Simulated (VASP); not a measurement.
A convergence study with VASP on Mg2Sn (antifluorite): one setting is varied, all else stays as given below, so the limit is that of these other settings.

```yaml
crystal:
  lattice:
    - [0.00000, 3.38000, 3.38000]
    - [3.38000, 0.00000, 3.38000]
    - [3.38000, 3.38000, 0.00000]
  atoms:
    - { symbol: Mg, position: [0.25000, 0.25000, 0.25000] }
    - { symbol: Mg, position: [0.75000, 0.75000, 0.75000] }
    - { symbol: Sn, position: [0.00000, 0.00000, 0.00000] }
```

These are PBE GGA, VASP's PBE PAW potentials (set 64) (plane waves; VASP 6.6.1) values and carry that method's errors. The tightest run used: 550 eV cut-off, 14×14×14 Γ-centred mesh, Gaussian smearing of 0.050 eV, potentials Mg Sn_d.

```csv
setting,E (eV/atom),pressure (GPa),irreducible k-points
1×1×1 mesh,1.9730,11.47,1
2×2×2 mesh,-1.7961,4.16,3
3×3×3 mesh,-2.2791,0.81,4
4×4×4 mesh,-2.4158,1.04,8
5×5×5 mesh,-2.4521,0.94,10
6×6×6 mesh,-2.4674,0.91,16
7×7×7 mesh,-2.4723,0.91,20
```

Question: These are the cheaper rows. Estimate the results at 14×14×14 mesh, and how far the last row shown lies from them.

Answer: 
```
quantity        tightest run  last row shown is off by
--------------  ------------  ------------------------
E (eV/atom)          -2.4764                    0.0041
pressure (GPa)          0.97                     -0.06
```

Left out are rungs that failed or repeat a setting and relaxations that didn't move; long series are thinned to 24 rows.

The compound is Mg2Sn in the antifluorite structure. The cell was not relaxed at this level.
